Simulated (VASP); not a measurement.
# TiAl (P-6m2) in VASP: a series of runs, part 2 of 2

VASP 6.6.1. Earlier steps stand in the parts before.

## Step 3: Single point, LDA (strain +0.030 along x and y, +0.000 along z, atoms carried along)

Contents of INCAR:

```
SYSTEM = TiAl
PREC     = Accurate       ! precision mode
ENCUT    = 520            ! plane-wave cutoff, eV
EDIFF    = 1E-6           ! SCF threshold, eV
ISMEAR   = 0              ! smearing method
SIGMA    = 0.15           ! smearing width, eV
LREAL    = .FALSE.        ! projectors in reciprocal space
LASPH    = .TRUE.         ! aspherical terms in the spheres
NELM     = 100            ! most SCF steps
ALGO     = Fast           ! electronic algorithm
ISIF     = 2              ! what is computed and relaxed
LWAVE    = .FALSE.        ! write WAVECAR
LCHARG   = .FALSE.        ! write CHGCAR
GGA      = CA             ! functional
NBANDS   = 14             ! bands
```

Contents of KPOINTS:

```
Automatic mesh
0
G
  21 21 10
  0 0 0
```

Contents of POSCAR:

```
TiAl
1.0
    2.9532800997      0.0000000000      0.0000000000
   -1.4766400498      2.5576155908      0.0000000000
    0.0000000000      0.0000000000      4.6780830000
Ti Al
1 1
Direct
    0.0000000000      0.0000000000      0.0000000000
    0.3333333333      0.6666666667      0.5000000000
```

Potentials or basis: VASP PAW LDA potentials, release 64 (Ti_sv, Al).

Command:

```
cat potpaw_LDA.64/Ti_sv/POTCAR potpaw_LDA.64/Al/POTCAR > POTCAR
mpirun -np 1 vasp_std > vasp.out
```

Run time: 2.4 min. Hardware: 1 thread of Intel Xeon Platinum 8488C (Sapphire Rapids), shared host; peak memory 0.25 GiB.

Results (log left out):

```yaml
Free_energy: -13.1201 eV
Pressure: -10.7 GPa
Band_gap_on_the_k_mesh: none (metal or under the smearing width)
```

Stress tensor (GPa, compression positive):
```
-11.14   0.00   0.00
  0.00 -11.14   0.00
  0.00   0.00  -9.83
```

Levels at points of the mesh, in eV from the Fermi level:
```
           k point  band 6  band 7  band 8  band 9  band 10  band 11
(0.00, 0.00, 0.00)   -2.10   -1.50    1.14    1.14     2.43     2.43
(0.00, 0.00, 0.50)   -5.01   -0.26    1.16    1.16     2.35     2.35
```

## Step 4: Single point, LDA (strain +0.000 along x and y, +0.030 along z, atoms carried along)

Contents of INCAR:

```
PREC = Accurate
ENCUT = 520
EDIFF = 1E-6
ISMEAR = 0
SIGMA = 0.15
LREAL = F
LASPH = T
NELM = 100
ALGO = Fast
ISIF = 2
LWAVE = F
LCHARG = F
NBANDS = 14
```

Contents of KPOINTS:

```
Automatic mesh
0
Gamma
  21 21 10
```

Contents of POSCAR:

```
TiAl
1.0
    2.8672622327      0.0000000000      0.0000000000
   -1.4336311163      2.4831219328      0.0000000000
    0.0000000000      0.0000000000      4.8184254900
Ti Al
1 1
Direct
    0.0000000000      0.0000000000      0.0000000000
    0.3333333333      0.6666666667      0.5000000000
```

Command:

```
cat potpaw_LDA.64/Ti_sv/POTCAR potpaw_LDA.64/Al/POTCAR > POTCAR
mpirun -np 1 vasp_std > vasp.out
```

It took 2.5 min on 1 thread of Intel Xeon Platinum 8488C (Sapphire Rapids), shared host; peak memory 0.25 GiB.

It converged, with:

| Item | Value |
| --- | --- |
| Free energy | -13.1677 eV |
| Pressure | -8.7 GPa |
| Band gap on the k mesh | none (metal or under the smearing width) |

Stress tensor (GPa, compression positive):
```
 -6.97   0.00   0.00
  0.00  -6.97   0.00
  0.00   0.00 -12.18
```

Levels at points of the mesh, in eV from the Fermi level:
| k point | band 4 | band 5 | band 6 | band 7 | band 8 | band 9 | band 10 | band 11 |
| --- | --- | --- | --- | --- | --- | --- | --- | --- |
| (0.00, 0.00, 0.00) | -32.18 | -8.83 | -2.39 | -1.98 | 1.21 | 1.21 | 2.68 | 2.68 |
| (0.00, 0.00, 0.50) | -32.18 | -8.04 | -5.21 | -0.60 | 1.22 | 1.22 | 2.62 | 2.62 |

## Step 5: Single point, LDA (strain -0.030 along x and y, +0.030 along z, atoms carried along)

Contents of INCAR:

```
PREC = Accurate
ENCUT = 520
EDIFF = 1E-6
ISMEAR = 0
SIGMA = 0.15
LREAL = False
LASPH = True
NELM = 100
ALGO = Fast
ISIF = 2
LWAVE = False
LCHARG = False
GGA = CA
NBANDS = 14
```

KPOINTS is that of step 4.

Contents of POSCAR:

```
TiAl
1.0
    2.7812443657      0.0000000000      0.0000000000
   -1.3906221828      2.4086282748      0.0000000000
    0.0000000000      0.0000000000      4.8184254900
Ti Al
1 1
Direct
    0.0000000000      0.0000000000      0.0000000000
    0.3333333333      0.6666666667      0.5000000000
```

Potentials or basis: VASP PAW LDA potentials, release 64 (Ti_sv, Al).

Command:

```
cat potpaw_LDA.64/Ti_sv/POTCAR potpaw_LDA.64/Al/POTCAR > POTCAR
mpirun -np 1 vasp_std > vasp.out
```

OUTCAR:

```text
PREC = Accurate
   ENCUT = 520
   EDIFF = 1E-6
   ISMEAR = 0
   LREAL = False
   LASPH = True
   NELM = 100
   ISIF = 2
   GGA = CA

 ion  position               nearest neighbor table
   1  0.000  0.000  0.000-   2 2.90   2 2.90   2 2.90   2 2.90   2 2.90   2 2.90
   2  0.333  0.667  0.500-   1 2.90   1 2.90   1 2.90   1 2.90   1 2.90   1 2.90

  LATTYP: Found a hexagonal cell.
 ALAT       =     2.7812443657
 C/A-ratio  =     1.7324711016

  Lattice vectors:

 A1 = (   2.7812443657,   0.0000000000,   0.0000000000)
 A2 = (  -1.3906221828,   2.4086282748,   0.0000000000)
 A3 = (   0.0000000000,   0.0000000000,   4.8184254900)

Analysis of symmetry for initial positions (statically):
=====================================================================
 Subroutine PRICEL returns:
 Original cell was already a primitive cell.

 Routine SETGRP: Setting up the symmetry group for a
 hexagonal supercell.

 Subroutine GETGRP returns: Found 12 space group operations
 (whereof 12 operations were pure point group operations)
 out of a pool of 24 trial point group operations.

The static configuration has the point symmetry D_3h.

[... 167 lines left out ...]
 fundamental gap:      0.0104260228
 Fermi energy:         8.0560015919

 k-point     1 :       0.0000    0.0000    0.0000
  band No.  band energies     occupation
      1     -47.7520      2.00000
      2     -24.4682      2.00000
      3     -23.9206      2.00000
      4     -23.9206      2.00000
      5      -1.1695      2.00000
      6       5.4497      2.00000
      7       5.7626      2.00000
      8       9.3307      0.00000
      9       9.3307      0.00000
     10      11.0036      0.00000
     11      11.0036      0.00000
     12      11.3051      0.00000
     13      21.6494      0.00000
     14      21.6521      0.00000
[... 377 lines left out ...]
      1     -47.6801      2.00000
      2     -24.4019      2.00000
      3     -24.3089      2.00000
      4     -24.0285      2.00000
      5       0.4587      2.00000
      6       6.0900      2.00000
      7       6.9793      2.00000
      8       8.2491      0.06872
      9      10.4694      0.00000
     10      10.6539      0.00000
     11      11.2698      0.00000
     12      11.7615      0.00000
     13      14.2233      0.00000
     14      16.2168      0.00000

 [... further k-points ...]
[... 5 lines left out ...]
  --------------------------------------------------------------------------------------
  -------------------------------------------------------------------------------------
  Total        0.0253484      0.0253484     -2.0396038      0.0000000      0.0000000     -0.0000000
  in kB        1.2581901      1.2581901   -101.2377124      0.0000000      0.0000000     -0.0000000
  external PRESSURE =     -32.9071107 kB  Pullay stress =       0.0000000 kB

 VOLUME and BASIS-vectors are now :
 -----------------------------------------------------------------------------
  energy-cutoff  :      520.00
  volume of cell :       32.28
      direct lattice vectors                 reciprocal lattice vectors
     2.781244366  0.000000000  0.000000000     0.359551290  0.207587034  0.000000000
    -1.390622183  2.408628275  0.000000000     0.000000000  0.415174068  0.000000000
     0.000000000  0.000000000  4.818425490     0.000000000  0.000000000  0.207536674

 POSITION                                       TOTAL-FORCE (eV/Angst)
 -----------------------------------------------------------------------------------
      0.00000      0.00000      0.00000         0.000000      0.000000      0.000000
     -0.00000      1.60575      2.40921         0.000000      0.000000      0.000000
 -----------------------------------------------------------------------------------
    total drift:                                0.000000     -0.000000      0.000000

  FREE ENERGIE OF THE ION-ELECTRON SYSTEM (eV)
  ---------------------------------------------------
  free  energy   TOTEN  =       -13.2136799006 eV

  energy  without entropy=      -13.1905786959  energy(sigma->0) =      -13.20212930
```

It took 2.5 min on 1 thread of Intel Xeon Platinum 8488C (Sapphire Rapids), shared host; peak memory 0.24 GiB.

What came out:

```yaml
Free_energy: -13.2137 eV
Pressure: -3.3 GPa
Band_gap_on_the_k_mesh: none (metal or under the smearing width)
```

Levels at points of the mesh, in eV from the Fermi level:
```tsv
k point	band 4	band 5	band 6	band 7	band 8	band 9	band 10	band 11
(0.00, 0.00, 0.00)	-31.98	-9.23	-2.61	-2.29	1.27	1.27	2.95	2.95
(0.00, 0.00, 0.50)	-31.98	-8.46	-5.44	-0.85	1.28	1.28	2.90	2.90
```

## Step 6: Overview

```csv
cell,gap on the mesh (eV),pressure (GPa)
"strain +0.030 along x and y, -0.030 along z, atoms carried along",none,-7.7
"strain +0.030 along x and y, +0.000 along z, atoms carried along",none,-10.7
"strain +0.000 along x and y, +0.030 along z, atoms carried along",none,-8.7
"strain -0.030 along x and y, +0.030 along z, atoms carried along",none,-3.3
```

Alike in all rows: task single point; level LDA; potentials or basis VASP PAW LDA potentials, release 64 (Ti_sv, Al); no spin polarisation; k mesh 21 × 21 × 10; cutoff (eV) 520; smearing gaussian 0.15 eV.

Total energies depend on the potentials used, so only differences within one code and one set of settings carry meaning.
